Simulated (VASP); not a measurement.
Method: modified Becke-Johnson potential (mBJ), VASP's PBE PAW potentials (set 64) (plane waves; VASP).

A VASP calculation is set up with these files.

**KPOINTS_OPT**
```
k-points along high-symmetry lines
7
Line-mode
Reciprocal
  0.000000   0.000000   0.000000 ! GAMMA
  0.000000   0.500000   0.000000 ! X

  0.000000   0.500000   0.000000 ! X
  0.500000   0.500000   0.000000 ! M

  0.500000   0.500000   0.000000 ! M
  0.000000   0.000000   0.000000 ! GAMMA

  0.000000   0.000000   0.000000 ! GAMMA
  0.000000   0.000000   0.500000 ! Z

  0.000000   0.000000   0.500000 ! Z
  0.000000   0.500000   0.500000 ! R

  0.000000   0.500000   0.500000 ! R
  0.500000   0.500000   0.500000 ! A

  0.500000   0.500000   0.500000 ! A
  0.000000   0.000000   0.500000 ! Z

  0.000000   0.500000   0.000000 ! X
  0.000000   0.500000   0.500000 ! R

  0.500000   0.500000   0.000000 ! M
  0.500000   0.500000   0.500000 ! A
```

**POSCAR**
```
BaTiO3
1
    3.9973051464     0.0000000000     0.0000000000
    0.0000000000     3.9973051464     0.0000000000
    0.0000000000     0.0000000000     4.2246223129
Ba Ti O
1 1 3
Direct
  0.0000000000   0.0000000000   0.0107824638
  0.5000000000   0.5000000000   0.5297439010
  0.5000000000   0.5000000000   0.9595045239
  0.0000000000   0.5000000000   0.4819845556
  0.5000000000   1.0000000000   0.4819845556
```

**INCAR**
```
NELM = 300   ! most electronic steps
ISMEAR = 0   ! Gaussian
LMIXTAU = .True.
LASPH = .True.   ! aspherical one-centre terms
IMIX = 1
ISIF = 0
SIGMA = 0.05   ! width (eV)
SYSTEM = BaTiO3
PREC = Accurate
ENCUT = 520   ! plane-wave cut-off (eV)
ALGO = Normal
LWAVE = .False.
LMAXMIX = 4
LCHARG = .False.
METAGGA = MBJ
AMIX = 0.1
EDIFF = 1E-6   ! SCF stop (eV)
LREAL = .False.   ! projection in real space or not
```

### KPOINTS
```
Regular mesh
0
G
 4 4 4
0 0 0
```

POTCAR, in this order: Ba_sv Ti_sv O (PBE.64 set). Program: vasp_std. Read from the step before: WAVECAR.

The resulting files:

### OSZICAR
```
       N       E                     dE             d eps       ncg     rms          rms(c)
DAV:   1     0.450594555009E+03    0.45059E+03   -0.63057E+00   896   0.252E+01    0.211E+00
DAV:   2     0.448447953584E+03   -0.21466E+01   -0.10902E+01   864   0.299E+01    0.425E+00
DAV:   3     0.449740343611E+03    0.12924E+01   -0.13549E+00  1024   0.907E+00    0.341E+00
DAV:   4     0.449967051098E+03    0.22671E+00   -0.23885E-01  1000   0.422E+00    0.302E+00
DAV:   5     0.450362897375E+03    0.39585E+00   -0.41962E-02  1104   0.191E+00    0.282E+00
DAV:   6     0.450703701659E+03    0.34080E+00   -0.11550E-02   928   0.979E-01    0.259E+00
DAV:   7     0.451030760526E+03    0.32706E+00   -0.86681E-03  1152   0.812E-01    0.240E+00
DAV:   8     0.451333532392E+03    0.30277E+00   -0.75931E-03   936   0.732E-01    0.222E+00
DAV:   9     0.451620133468E+03    0.28660E+00   -0.70339E-03  1040   0.684E-01    0.206E+00
DAV:  10     0.451887781913E+03    0.26765E+00   -0.70444E-03   936   0.660E-01    0.190E+00
DAV:  11     0.452139129925E+03    0.25135E+00   -0.74075E-03   976   0.658E-01    0.176E+00
DAV:  12     0.452373639202E+03    0.23451E+00   -0.86055E-03   912   0.682E-01    0.164E+00
DAV:  13     0.452591096326E+03    0.21746E+00   -0.11889E-02   928   0.768E-01    0.153E+00
DAV:  14     0.452780485150E+03    0.18939E+00   -0.31516E-02   872   0.116E+00    0.145E+00
DAV:  15     0.453006538630E+03    0.22605E+00   -0.28189E-03  1000   0.461E-01    0.133E+00
DAV:  16     0.445261888546E+03   -0.77447E+01   -0.52075E+01   864   0.696E+01    0.695E+00
DAV:  17     0.449976452378E+03    0.47146E+01   -0.10385E+01  1008   0.268E+01    0.540E+00
DAV:  18     0.451380046075E+03    0.14036E+01   -0.38267E+00   896   0.156E+01    0.440E+00
DAV:  19     0.414176447239E+03   -0.37204E+02   -0.27577E+02  1128   0.968E+01    0.150E+01
DAV:  20     0.441634231320E+03    0.27458E+02   -0.21944E+02  1048   0.718E+01    0.764E+00
DAV:  21     0.436163041916E+03   -0.54712E+01   -0.13055E+02  1000   0.792E+01    0.921E+00
DAV:  22     0.251664820327E+03   -0.18450E+03   -0.15931E+03  1392   0.267E+02    0.286E+01
DAV:  23     0.439532884461E+03    0.18787E+03   -0.13283E+03  1048   0.150E+02    0.179E+01
DAV:  24     0.429618950685E+03   -0.99139E+01   -0.11368E+03  1400   0.124E+02    0.152E+02
DAV:  25     0.426857904161E+03   -0.27610E+01   -0.20398E+03  1208   0.173E+02    0.341E+01
DAV:  26     0.432287664530E+03    0.54298E+01   -0.18491E+03  1472   0.149E+02    0.357E+01
DAV:  27     0.428559499873E+03   -0.37282E+01   -0.17824E+03  1144   0.188E+02    0.211E+01
DAV:  28     0.468455632181E+03    0.39896E+02   -0.23442E+02   968   0.134E+02    0.144E+01
DAV:  29     0.463140177004E+03   -0.53155E+01   -0.49847E+01  1120   0.532E+01    0.157E+01
DAV:  30     0.328638169057E+03   -0.13450E+03   -0.12165E+03  1448   0.215E+02    0.248E+01
DAV:  31     0.449682710264E+03    0.12104E+03   -0.10667E+03   880   0.172E+02    0.140E+01
DAV:  32     0.465740939044E+03    0.16058E+02   -0.37029E+02  1200   0.118E+02    0.101E+01
DAV:  33     0.457848294710E+03   -0.78926E+01   -0.20908E+02  1216   0.841E+01    0.126E+01
DAV:  34     0.441935005016E+03   -0.15913E+02   -0.28922E+02  1264   0.138E+02    0.125E+01
DAV:  35     0.454513835677E+03    0.12579E+02   -0.53686E+02   976   0.159E+02    0.101E+01
DAV:  36     0.454840200395E+03    0.32636E+00   -0.25803E+02   864   0.133E+02    0.957E+00
DAV:  37     0.221060749621E+03   -0.23378E+03   -0.17843E+03  1144   0.252E+02    0.216E+01
DAV:  38     0.470390444373E+03    0.24933E+03   -0.17477E+03   976   0.184E+02    0.331E+01
DAV:  39     0.349706982123E+03   -0.12068E+03   -0.31931E+03  1552   0.187E+02    0.981E+01
DAV:  40     0.390524128493E+03    0.40817E+02   -0.46263E+03  1464   0.274E+02    0.606E+01
DAV:  41     0.403827947378E+03    0.13304E+02   -0.38339E+03  1648   0.173E+02    0.895E+01
DAV:  42     0.418139267061E+03    0.14311E+02   -0.33427E+03  1408   0.215E+02    0.255E+01
DAV:  43     0.229353070383E+03   -0.18879E+03   -0.38778E+03  1336   0.509E+02    0.297E+01
DAV:  44     0.441315476581E+03    0.21196E+03   -0.32385E+03  1160   0.322E+02    0.410E+01
DAV:  45     0.399863738869E+03   -0.41452E+02   -0.35676E+03  1392   0.148E+02    0.871E+01
DAV:  46     0.421658494609E+03    0.21795E+02   -0.24987E+03  1360   0.183E+02    0.310E+01
DAV:  47     0.483735304001E+03    0.62077E+02   -0.46385E+02  1280   0.162E+02    0.208E+01
DAV:  48     0.415766995005E+03   -0.67968E+02   -0.85049E+02  1328   0.262E+02    0.248E+01
DAV:  49     0.425564967959E+03    0.97980E+01   -0.12085E+03  1112   0.257E+02    0.184E+01
DAV:  50     0.478203955698E+03    0.52639E+02   -0.55681E+02   912   0.158E+02    0.175E+01
DAV:  51     0.416444724591E+03   -0.61759E+02   -0.57239E+02  1304   0.174E+02    0.192E+01
DAV:  52     0.424201085165E+03    0.77564E+01   -0.12863E+03  1280   0.338E+02    0.154E+01
DAV:  53    -0.830956820028E+02   -0.50730E+03   -0.77127E+03  1032   0.949E+02    0.366E+01
DAV:  54     0.445671513430E+03    0.52877E+03   -0.30838E+03   944   0.214E+02    0.207E+01
DAV:  55     0.445847960131E+03    0.17645E+00   -0.11450E+03  1520   0.132E+02    0.152E+02
DAV:  56     0.202598746808E+03   -0.24325E+03   -0.41076E+03  1456   0.611E+02    0.357E+01
DAV:  57     0.475508377298E+03    0.27291E+03   -0.14329E+03  1152   0.219E+02    0.264E+01
DAV:  58     0.455839905129E+03   -0.19668E+02   -0.64875E+02  1216   0.187E+02    0.175E+01
DAV:  59     0.468906159439E+03    0.13066E+02   -0.34969E+02  1080   0.118E+02    0.227E+01
DAV:  60     0.477228772859E+03    0.83226E+01   -0.15206E+02   952   0.953E+01    0.212E+01
DAV:  61     0.477360178017E+03    0.13141E+00   -0.22812E+01  1088   0.330E+01    0.194E+01
DAV:  62     0.475773948885E+03   -0.15862E+01   -0.61838E+00   984   0.178E+01    0.175E+01
DAV:  63     0.477984955724E+03    0.22110E+01   -0.12191E+01  1032   0.281E+01    0.157E+01
DAV:  64     0.476021244355E+03   -0.19637E+01   -0.80958E+00  1072   0.205E+01    0.147E+01
DAV:  65    -0.223675867430E+03   -0.69970E+03   -0.78445E+03  1360   0.858E+02    0.369E+01
DAV:  66     0.415999642003E+03    0.63968E+03   -0.22290E+03  1368   0.264E+02    0.529E+01
DAV:  67     0.386508006856E+03   -0.29492E+02   -0.37155E+03  1688   0.126E+02    0.132E+02
DAV:  68     0.412690252606E+03    0.26182E+02   -0.35224E+03  1312   0.207E+02    0.499E+01
DAV:  69     0.420286148210E+03    0.75959E+01   -0.31513E+03  1552   0.188E+02    0.358E+01
DAV:  70     0.423952669729E+03    0.36665E+01   -0.33753E+03  1312   0.297E+02    0.320E+01
DAV:  71     0.452851245990E+03    0.28899E+02   -0.16780E+03  1488   0.173E+02    0.308E+01
DAV:  72     0.441185389644E+03   -0.11666E+02   -0.19177E+03  1256   0.185E+02    0.231E+01
DAV:  73     0.488602764649E+03    0.47417E+02   -0.24412E+02  1120   0.151E+02    0.171E+01
DAV:  74     0.480035378175E+03   -0.85674E+01   -0.47880E+01  1072   0.575E+01    0.176E+01
DAV:  75     0.479717818480E+03   -0.31756E+00   -0.22306E+01  1048   0.403E+01    0.169E+01
DAV:  76     0.479669051522E+03   -0.48767E-01   -0.87399E+00  1136   0.249E+01    0.142E+01
DAV:  77     0.433029311550E+03   -0.46640E+02   -0.64237E+02  1296   0.211E+02    0.179E+01
DAV:  78     0.354318627267E+03   -0.78711E+02   -0.56912E+02  1352   0.153E+02    0.249E+01
DAV:  79    -0.241728643725E+10   -0.24173E+10   -0.24174E+10   992   0.350E+06    0.504E+02
DAV:  80     0.445551067715E+03    0.24173E+10   -0.21634E+04  1168   0.130E+03    0.210E+02
DAV:  81     0.413494872430E+03   -0.32056E+02   -0.64582E+03  1448   0.467E+02    0.456E+01
DAV:  82     0.225078297152E+02   -0.39099E+03   -0.58830E+03  1592   0.665E+02    0.666E+01
DAV:  83     0.439040173249E+03    0.41653E+03   -0.28210E+03  1008   0.280E+02    0.574E+01
DAV:  84    -0.236804217236E+04   -0.28071E+04   -0.28240E+04  1664   0.627E+02    0.137E+02
DAV:  85     0.341261133112E+03    0.27093E+04   -0.79105E+03  1320   0.502E+02    0.831E+01
DAV:  86    -0.583842041273E+03   -0.92510E+03   -0.14126E+04  1592   0.326E+02    0.802E+01
DAV:  87     0.345488855127E+03    0.92933E+03   -0.78015E+03  1360   0.498E+02    0.687E+01
DAV:  88     0.301953865955E+03   -0.43535E+02   -0.47667E+03  1560   0.242E+02    0.797E+01
DAV:  89    -0.313112378481E+05   -0.31613E+05   -0.31937E+05  1520   0.417E+02    0.121E+02
```

### OUTCAR
```


     CMBJ =    1.0000

     CMBJA=   -0.0120

     CMBJB=    1.0230

     CMBJE=    0.5000

    CMBJ =    2.0000
```
(Selected blocks of OUTCAR.)

File stdout:
```
...
 WARNING: Sub-Space-Matrix is not hermitian in DAV            5
 -0.319306879530750
 WARNING: Sub-Space-Matrix is not hermitian in DAV            6
   11.9930229797183
 WARNING: Sub-Space-Matrix is not hermitian in DAV            7
  3.284999210549699E-002
 WARNING: Sub-Space-Matrix is not hermitian in DAV            8
   59.5442491148317
 WARNING: Sub-Space-Matrix is not hermitian in DAV            9
 -2.516952117562630E-002
 WARNING: Sub-Space-Matrix is not hermitian in DAV           10
  -5.26628850234631
 WARNING: Sub-Space-Matrix is not hermitian in DAV           11
  0.932132389606048
 WARNING: Sub-Space-Matrix is not hermitian in DAV           12
   3.52515062321545
 WARNING: Sub-Space-Matrix is not hermitian in DAV           13
  0.111658881681676
 WARNING: Sub-Space-Matrix is not hermitian in DAV           14
   450.808637580756
 WARNING: Sub-Space-Matrix is not hermitian in DAV           15
   4.61705222857567
 WARNING: Sub-Space-Matrix is not hermitian in DAV           16
   133.452027580975

 -----------------------------------------------------------------------------
|                                                                             |
|     EEEEEEE  RRRRRR   RRRRRR   OOOOOOO  RRRRRR      ###     ###     ###     |
|     E        R     R  R     R  O     O  R     R     ###     ###     ###     |
|     E        R     R  R     R  O     O  R     R     ###     ###     ###     |
|     EEEEE    RRRRRR   RRRRRR   O     O  RRRRRR       #       #       #      |
|     E        R   R    R   R    O     O  R   R                               |
|     E        R    R   R    R   O     O  R    R      ###     ###     ###     |
|     EEEEEEE  R     R  R     R  OOOOOOO  R     R     ###     ###     ###     |
|                                                                             |
|     EDDAV: Call to ZHEGV failed. Returncode = 14 2 16                       |
|                                                                             |
|       ---->  I REFUSE TO CONTINUE WITH THIS SICK JOB ... BYE!!! <----       |
|                                                                             |
 -----------------------------------------------------------------------------
```

VASP stops with an error: EDDAV: Call to ZHEGV failed. Returncode = 14 2 16 ----> I REFUSE TO CONTINUE WITH THIS SICK JOB ... BYE!!! <----

mBJ is a potential without an energy functional, so only the levels count.

The compound is BaTiO3 in the tetragonal perovskite structure. It was relaxed first. The cell's shape comes from a PBE relaxation.
